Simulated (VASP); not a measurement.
Here is a VASP 6.6.1 calculation.

File INCAR:

```
SYSTEM = Ga2Ge2O3
PREC = Accurate ; ENCUT = 520
EDIFF = 1E-7 ; ISMEAR = 0
SIGMA = 0.03 ; LREAL = .False.
LASPH = .True. ; NELM = 120
ALGO = Normal ; ISIF = 3
LWAVE = .False. ; LCHARG = .False.
GGA = PE ; IBRION = 2
NSW = 60 ; EDIFFG = -0.005
POTIM = 0.3 ; KPAR = 4
```

KPOINTS

```
Automatic mesh
0
Gamma
  4 4 4
  0 0 0
```

POSCAR

```
Ga2Ge2O3                                
1.0
   -4.2790211418      4.2790211418      4.2790211418
    4.2790211418     -4.2790211418      4.2790211418
    4.2790211418      4.2790211418     -4.2790211418
  Ga              Ge              O             
     4     4     6
Direct
     0.9960336522633887    0.9960336522633886    0.9960336522633887
     0.0000000000000000    0.5039663477366113    0.5000000000000000
     0.5000000000000000    0.0000000000000000    0.5039663477366113
     0.5039663477366113    0.5000000000000000    0.0000000000000000
     0.5000000000000000    0.0000000000000000    0.1108505751500304
     0.1108505751500304    0.5000000000000000    0.0000000000000000
     0.0000000000000000    0.1108505751500304    0.5000000000000000
     0.3891494248499694    0.3891494248499694    0.3891494248499694
     0.3389808399451353    0.0889808399451352    0.2500000000000000
     0.1610191600548648    0.4110191600548646    0.7500000000000000
     0.7500000000000000    0.1610191600548649    0.4110191600548647
     0.2500000000000000    0.3389808399451353    0.0889808399451352
     0.4110191600548647    0.7500000000000000    0.1610191600548649
     0.0889808399451352    0.2500000000000000    0.3389808399451354
```

Potentials or basis: VASP PAW PBE potentials, release 64 (Ga_d, Ge_d, O).

Command:

```sh
$ cat potpaw_PBE.64/Ga_d/POTCAR potpaw_PBE.64/Ge_d/POTCAR potpaw_PBE.64/O/POTCAR > POTCAR
$ mpirun -np 4 vasp_std > vasp.out
```

Problem. Predict the band gap on the k mesh.

Solution. 1.78 eV, indirect (least direct gap 2.18 eV).

Problem. Predict the relaxed volume.

Solution. 22.97 Å³/atom.

Problem. What does it give for the space group after relaxing (to 0.05 Å)?

Solution. I2_13 (No. 199).

Final structure:
```yaml
crystal:
  lattice:
    - [-4.31598, 4.31598, 4.31598]
    - [4.31598, -4.31598, 4.31598]
    - [4.31598, 4.31598, -4.31598]
  atoms:
    - { symbol: Ga, position: [0.00258, 0.00258, 0.00258] }
    - { symbol: Ga, position: [0.00000, 0.49742, 0.50000] }
    - { symbol: Ga, position: [0.50000, 0.00000, 0.49742] }
    - { symbol: Ga, position: [0.49742, 0.50000, 0.00000] }
    - { symbol: Ge, position: [0.50000, 0.00000, 0.10870] }
    - { symbol: Ge, position: [0.10870, 0.50000, 0.00000] }
    - { symbol: Ge, position: [0.00000, 0.10870, 0.50000] }
    - { symbol: Ge, position: [0.39130, 0.39130, 0.39130] }
    - { symbol: O, position: [0.34497, 0.09497, 0.25000] }
    - { symbol: O, position: [0.15503, 0.40503, 0.75000] }
    - { symbol: O, position: [0.75000, 0.15503, 0.40503] }
    - { symbol: O, position: [0.25000, 0.34497, 0.09497] }
    - { symbol: O, position: [0.40503, 0.75000, 0.15503] }
    - { symbol: O, position: [0.09497, 0.25000, 0.34497] }
```

A k mesh can miss the band edges. As with any semilocal functional, this PBE gap is likely too small.
